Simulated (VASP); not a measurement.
## Mesh, vacuum, cutoff and functional for Cu(111)

Aim: find which settings matter for a slab model of Cu(111), and what they cost.

Main program and level: VASP 6.6.1; PBEsol; plane waves and PAW (Cu), in the first sound run; inputs show where later runs differ.

## 1. The starting structure

The cell holds 7 atoms: 7 Cu. Cell: a = 2.553 Å, b = 2.553 Å, c = 30.505 Å, α = 90.0°, β = 90.0°, γ = 60.0°. Vacuum lies along c.

Structure file:

```xyz
7
Lattice="2.5527 0.0000 0.0000 1.2763 2.2107 0.0000 0.0000 0.0000 30.5054" Properties=species:S:1:pos:R:3
Cu    0.0000    0.0000    9.0000
Cu    1.2763    0.7369   11.0842
Cu    2.5527    1.4738   13.1685
Cu    0.0000    0.0000   15.2527
Cu    1.2763    0.7369   17.3369
Cu    2.5527    1.4738   19.4212
Cu    0.0000    0.0000   21.5054
```

## 2. The base run

The base run sets the number that all others are held against.

INCAR reads:

```
SYSTEM = Cu
PREC = Normal
ENCUT = 360
EDIFF = 1E-06
NELM = 120
ISMEAR = 1
SIGMA = 0.1
LREAL = .FALSE.
ALGO = Normal
GGA = PS
NBANDS = 47
LASPH = .TRUE.
LORBIT = 11
LWAVE = .FALSE.
LCHARG = .FALSE.
KPAR = 4
IDIPOL = 3
LDIPOL = .TRUE.
DIPOL = 0.5 0.5 0.5
LVHAR = .TRUE.
LVACPOTAV = .TRUE.
NEDOS = 1500
```

POSCAR reads:

```
Cu
1.0
    2.5526554801      0.0000000000      0.0000000000
    1.2763277400      2.2106644929      0.0000000000
    0.0000000000      0.0000000000     30.5054068306
Cu
7
Direct
    0.0000000000      0.0000000000      0.2950296664
    0.3333333333      0.3333333333      0.3633531109
    0.6666666667      0.6666666667      0.4316765555
    0.0000000000      0.0000000000      0.5000000000
    0.3333333333      0.3333333333      0.5683234445
    0.6666666667      0.6666666667      0.6366468891
    0.0000000000      0.0000000000      0.7049703336
```

KPOINTS reads:

```
Automatic mesh
0
Gamma
12 12 1
0 0 0
```

Potentials, in the order of the species: Cu (PBE family, release 64).

Run with:

```sh
> mpirun -np 4 vasp_std
```

Log:

```text
[banner, memory and clock lines left out]
running    4 mpi-ranks, on    1 nodes
 distrk:  each k-point on    1 cores,    4 groups
 distr:  one band on    1 cores,    1 groups

 POSCAR found type information on POSCAR Cu
 POSCAR found :  1 types and       7 ions
|                                                                             |
|               ----> ADVICE to this user running VASP <----                  |
|                                                                             |
|     You enforced a specific xc type in the INCAR file but a different       |
|     [... a line on the potential file left out ...]
|     I HOPE YOU KNOW WHAT YOU ARE DOING!                                     |
|                                                                             |

 LDA part: xc-table for (Slater+PW92), standard interpolation
 POSCAR, INCAR and KPOINTS ok, starting setup
 FFT: planning ... GRIDC
 FFT: planning ... GRID_SOFT
 FFT: planning ... GRID
 WAVECAR not read
 entering main loop
       N       E                     dE             d eps       ncg     rms          rms(c)
DAV:   1     0.637048285290E+03    0.63705E+03   -0.27600E+04  1786   0.180E+03
DAV:   2     0.364672989455E+02   -0.60058E+03   -0.58305E+03  1793   0.401E+02
DAV:   3    -0.336457814060E+02   -0.70113E+02   -0.65126E+02  1877   0.190E+02
DAV:   4    -0.361091437795E+02   -0.24634E+01   -0.24463E+01  2025   0.470E+01
DAV:   5    -0.361726659474E+02   -0.63522E-01   -0.63501E-01  2097   0.597E+00    0.218E+01
DAV:   6    -0.323272108551E+02    0.38455E+01   -0.84180E+01  2024   0.140E+02    0.120E+01
DAV:   7    -0.290320141174E+02    0.32952E+01   -0.15892E+01  2048   0.631E+01    0.201E+00
DAV:   8    -0.290988875542E+02   -0.66873E-01   -0.27630E+00  2284   0.528E+01    0.214E+00
DAV:   9    -0.290292319007E+02    0.69656E-01   -0.44946E-01  2475   0.149E+01    0.145E+00
DAV:  10    -0.289868307672E+02    0.42401E-01   -0.13703E-01  3227   0.111E+01    0.476E-01
DAV:  11    -0.289872862185E+02   -0.45545E-03   -0.55531E-02  2570   0.431E+00    0.172E-01
DAV:  12    -0.289874446094E+02   -0.15839E-03   -0.10693E-02  2089   0.238E+00    0.107E-01
DAV:  13    -0.289873251036E+02    0.11951E-03   -0.16347E-03  2037   0.114E+00    0.727E-02
DAV:  14    -0.289870094488E+02    0.31565E-03   -0.10571E-03  2351   0.543E-01    0.704E-02
DAV:  15    -0.289869647829E+02    0.44666E-04   -0.58753E-04  1996   0.544E-01    0.353E-02
DAV:  16    -0.289869855655E+02   -0.20783E-04   -0.17560E-04  2372   0.392E-01    0.206E-02
DAV:  17    -0.289870529132E+02   -0.67348E-04   -0.76758E-05  2096   0.174E-01    0.108E-02
DAV:  18    -0.289872358837E+02   -0.18297E-03   -0.41354E-05  2347   0.832E-02    0.878E-03
DAV:  19    -0.289873255074E+02   -0.89624E-04   -0.19180E-05  1989   0.666E-02    0.722E-03
DAV:  20    -0.289873766506E+02   -0.51143E-04   -0.18959E-05  2130   0.926E-02    0.810E-03
DAV:  21    -0.289873803147E+02   -0.36640E-05   -0.27100E-06  1434   0.422E-02    0.337E-03
DAV:  22    -0.289873863580E+02   -0.60433E-05   -0.18539E-06  1181   0.198E-02    0.209E-03
DAV:  23    -0.289873872762E+02   -0.91821E-06   -0.34070E-07  1131   0.707E-03
|                                                                             |
|           W    W    AA    RRRRR   N    N  II  N    N   GGGG   !!!           |
|           W    W   A  A   R    R  NN   N  II  NN   N  G    G  !!!           |
|           W    W  A    A  R    R  N N  N  II  N N  N  G       !!!           |
|           W WW W  AAAAAA  RRRRR   N  N N  II  N  N N  G  GGG   !            |
|           WW  WW  A    A  R   R   N   NN  II  N   NN  G    G                |
|           W    W  A    A  R    R  N    N  II  N    N   GGGG   !!!           |
|                                                                             |
|     Did not find any points to average over, which means that no vacuum     |
|     field-free region was found. Please increase the size of  your cell     |
|     in the dimension of the dipole correction to obtain accurate            |
|     workfunction values.                                                    |
|                                                                             |

   1 F= -.28987387E+02 E0= -.28985568E+02  d E =-.545890E-02
```

Run time: 15 s. Hardware: 4 MPI ranks of Intel Xeon 6975P-C (Granite Rapids), shared host; peak memory 0.74 GiB.

The logs omit lines about the potential files and the build; timing stands in the text.

From OUTCAR (step 2):

```text
ion  position               nearest neighbor table
   1  0.000  0.000  0.295-   2 2.55   2 2.55   2 2.55
   2  0.333  0.333  0.363-   1 2.55   1 2.55   1 2.55   3 2.55   3 2.55   3 2.55
   3  0.667  0.667  0.432-   4 2.55   4 2.55   4 2.55   2 2.55   2 2.55   2 2.55
   4  0.000  0.000  0.500-   3 2.55   5 2.55   3 2.55   5 2.55   3 2.55   5 2.55
   5  0.333  0.333  0.568-   4 2.55   4 2.55   4 2.55   6 2.55   6 2.55   6 2.55
   6  0.667  0.667  0.637-   7 2.55   7 2.55   7 2.55   5 2.55   5 2.55   5 2.55
   7  0.000  0.000  0.705-   6 2.55   6 2.55   6 2.55

  LATTYP: Found a hexagonal cell.
 ALAT       =     2.5526554801
 C/A-ratio  =    11.9504598519

 Subroutine GETGRP returns: Found 12 space group operations
 (whereof 12 operations were pure point group operations)

The static configuration has the point symmetry D_3d.

 Found     19 irreducible k-points:

   k-points           NKPTS =     19   k-points in BZ     NKDIM =     19   number of bands    NBANDS=     47

   dimension x,y,z NGX =    12 NGY =   12 NGZ =  144
   dimension x,y,z NGXF=    24 NGYF=   24 NGZF=  288

   ENCUT  =  360.0 eV  26.46 Ry    5.14 a.u.   3.95  3.95 47.19*2*pi/ulx,y,z

   NELECT =      77.0000    total number of electrons

 k-points in reciprocal lattice and weights: Automatic mesh
   0.00000000  0.00000000  0.00000000       0.007
   0.08333333 -0.00000000  0.00000000       0.042
   0.16666667  0.00000000  0.00000000       0.042
   0.25000000  0.00000000  0.00000000       0.042
   0.33333333  0.00000000  0.00000000       0.042
   0.41666667  0.00000000  0.00000000       0.042
   0.50000000  0.00000000  0.00000000       0.021
   0.16666667  0.08333333  0.00000000       0.042
   0.25000000  0.08333333  0.00000000       0.083
[...]
-0.41666667  0.25000000  0.00000000       0.083
  -0.33333333  0.33333333  0.00000000       0.014

 dipolmoment           0.000000      0.000000      0.000000 electrons x Angstroem

 average (electrostatic) potential at core
       1 -69.6876       2 -69.9306       3 -69.8977       4 -69.9314       5 -69.8977
       6 -69.9306       7 -69.6876

 E-fermi :   0.9875

 k-point     1 :       0.0000    0.0000    0.0000
  band No.  band energies     occupation
    ...
     39      -0.5999      2.00000
     40      -0.5526      2.00000
     41      -0.5526      2.00000
     42       0.2717      2.00000
     43       0.6257      2.00000
     44       5.2564      0.00000
     45       5.6258      0.00000
     46       5.8530      0.00000
     47       6.6829      0.00000

 k-point     2 :       0.0833   -0.0000    0.0000
  band No.  band energies     occupation
    ...
     38      -0.6748      2.00000
     39      -0.5982      2.00000
     40      -0.5483      2.00000
     41      -0.2257      2.00000
     42       0.7582      2.00556
     43       1.2201     -0.00486
     44       5.4048      0.00000
     45       5.8277      0.00000
     46       6.0405      0.00000
     47       6.8826      0.00000

 k-point     3 :       0.1667    0.0000    0.0000
  band No.  band energies     occupation
    ...
     37      -0.7398      2.00000
     38      -0.5944      2.00000
     39      -0.5371      2.00000
     40      -0.3065      2.00000
     41       0.4666      2.00000
     42       1.6645     -0.00000
     43       2.4013     -0.00000
     44       5.8396      0.00000
     45       6.4330      0.00000
     46       6.6320      0.00000
    ...

  Total       -3.9973498     -3.9973498     -3.0146133      0.0000000      0.0000000      0.0000000
  in kB      -37.2041062    -37.2041062    -28.0575879      0.0000000      0.0000000      0.0000000
  external PRESSURE =     -34.1552668 kB  Pullay stress =       0.0000000 kB

  energy-cutoff  :      360.00
  volume of cell :      172.14
      direct lattice vectors                 reciprocal lattice vectors
     2.552655480  0.000000000  0.000000000     0.391748909 -0.226176338  0.000000000
     1.276327740  2.210664493  0.000000000     0.000000000  0.452352676  0.000000000
     0.000000000  0.000000000 30.505406831     0.000000000  0.000000000  0.032781074

 POSITION                                       TOTAL-FORCE (eV/Angst)
 -----------------------------------------------------------------------------------
      0.00000      0.00000      9.00000        -0.000000      0.000000      0.234140
      1.27633      0.73689     11.08423         0.000000      0.000000     -0.009452
      2.55266      1.47378     13.16847         0.000000      0.000000     -0.015161
      0.00000      0.00000     15.25270         0.000000      0.000000     -0.000000
      1.27633      0.73689     17.33694        -0.000000     -0.000000      0.015161
      2.55266      1.47378     19.42117         0.000000      0.000000      0.009452
      0.00000      0.00000     21.50541         0.000000     -0.000000     -0.234140
 -----------------------------------------------------------------------------------
    total drift:                                0.000000      0.000000      0.000000

  FREE ENERGIE OF THE ION-ELECTRON SYSTEM (eV)
  ---------------------------------------------------
  free  energy   TOTEN  =       -28.9873872762 eV

  energy  without entropy=      -28.9819283779  energy(sigma->0) =      -28.98556764

 vacuum level on the upper side and lower side of the slab         5.918         5.918

 total charge
# of ion       s       p       d       tot
------------------------------------------
    1        0.458   0.297   9.174   9.929
    2        0.448   0.380   9.172  10.001
    3        0.452   0.391   9.162  10.005
    4        0.452   0.389   9.162  10.003
    5        0.452   0.391   9.162  10.005
    6        0.448   0.380   9.172  10.001
    7        0.458   0.297   9.174   9.929
--------------------------------------------------
tot          3.168   2.526  64.177  69.872

[... 3 further parts left out ...]
```

This run has no spin polarisation. Its electron count is odd, so without a moment it is a metal by construction. The PAW data sets were made with PBE, which is usual practice but a small mismatch for other functionals.

Numbers from this step:

* electronic cycles: 23
* electrons: 77
* free energy (TOTEN): -28.99 eV
* energy at zero smearing: -28.99 eV
* Fermi energy: 0.9875 eV
* labelled metallic, from the levels on this mesh: yes
* dipole moment: 0, 0, 0 e·Å
* vacuum levels: 5.918, 5.918 eV
* work functions of the upper and lower face: 4.931, 4.931 eV
* highest filled level below the vacuum: 4.931 eV

The planar average of the electrostatic potential oscillates, so the rows of the table below give means over windows of 2.12 Å about each position, cut where the curve ends. Its maxima inside the range that stand out by 2 % of the span (Å: eV): 10.1: 0.633, 12.1: 0.589, 14.2: 0.672, 16.3: 0.672, 18.4: 0.589, 20.4: 0.633. Its minima: 9.0: -14.8, 11.1: -15.0, 13.1: -14.9, 15.3: -15.0, 17.4: -14.9, 19.4: -15.0, 21.5: -14.8.

Zero at the Fermi level. Planar average of the electrostatic potential against height; means over each step:

```tsv
height (Å)	planar average of the electrostatic potential (eV)
1.06	4.95
3.18	4.95
5.30	4.94
7.42	2.78
9.54	-7.33
11.66	-7.42
13.78	-7.39
15.90	-7.42
18.02	-7.42
20.14	-7.47
22.26	-4.06
24.38	4.88
26.50	4.94
28.62	4.95
```

Density of states in the PAW spheres, an atom over height of the layer and energy from the Fermi level.

Values in states/eV, 22 rows by 7 columns, each cell a mean:
```
0.22 0.17 0.12 0.20 0.12 0.17 0.22
0.23 0.28 0.28 0.23 0.28 0.28 0.23
0.31 0.27 0.35 0.32 0.35 0.27 0.31
0.27 0.20 0.21 0.21 0.21 0.20 0.27
0.65 0.47 0.54 0.52 0.54 0.47 0.65
4.36 3.99 3.84 3.52 3.84 3.99 4.36
4.50 3.31 3.40 3.49 3.40 3.31 4.50
3.61 2.67 2.90 2.92 2.90 2.67 3.61
4.46 3.51 3.51 3.42 3.51 3.51 4.46
2.24 2.88 3.10 3.15 3.10 2.88 2.24
1.73 2.15 2.12 2.19 2.12 2.15 1.73
1.20 2.14 1.87 2.03 1.87 2.14 1.20
0.77 1.62 1.45 1.42 1.45 1.62 0.77
0.41 0.98 0.92 0.95 0.92 0.98 0.41
0.23 0.40 0.39 0.40 0.39 0.40 0.23
0.16 0.22 0.25 0.30 0.25 0.22 0.16
0.10 0.11 0.11 0.11 0.11 0.11 0.10
0.10 0.14 0.14 0.10 0.14 0.14 0.10
0.07 0.10 0.13 0.15 0.13 0.10 0.07
0.04 0.07 0.04 0.04 0.04 0.07 0.04
0.04 0.08 0.06 0.07 0.06 0.08 0.04
0.04 0.09 0.08 0.10 0.08 0.09 0.04
```
Columns: height of the layer (Å) from 9 to 21.5; rows upwards: energy from the Fermi level (eV) from -7.9 to 0.5.

Force by atom:

```tsv
atom	x (eV/Å)	y (eV/Å)	z (eV/Å)	size
Cu1	0.000	0.000	0.234	0.234
Cu2	0.000	0.000	-0.009	0.009
Cu3	0.000	0.000	-0.015	0.015
Cu4	0.000	0.000	0.000	0.000
Cu5	0.000	0.000	0.015	0.015
Cu6	0.000	0.000	0.009	0.009
Cu7	0.000	0.000	-0.234	0.234
```

The highest filled level lies 4.93 eV below the vacuum at the upper face.

Only the dipole across the slab is computed (IDIPOL = 3); zeros along the plane are no results.

The map of layer states is cut here 0.5 eV above the Fermi level, so it leaves out the states above that.

(Part 1 of 5 ends here.)

[Lines on the potential files, build, host, timing and source positions are cut from VASP's logs without a mark.]

[Logs are printed without paths, hosts, clocks, repeated set-up lines and the standing remarks that a program may print on its own settings, such as how far it seeks lower states.]

[Hosts, paths, dates, database ids (printed as entryN), source tags and the programs' standing remarks are cut or masked in the printed files.]

[In band tables of VASP the shares of atoms and orbitals are scaled to a sum of 1 inside the atoms' spheres.]

[Runs that stopped without an error message from VASP are left out.]
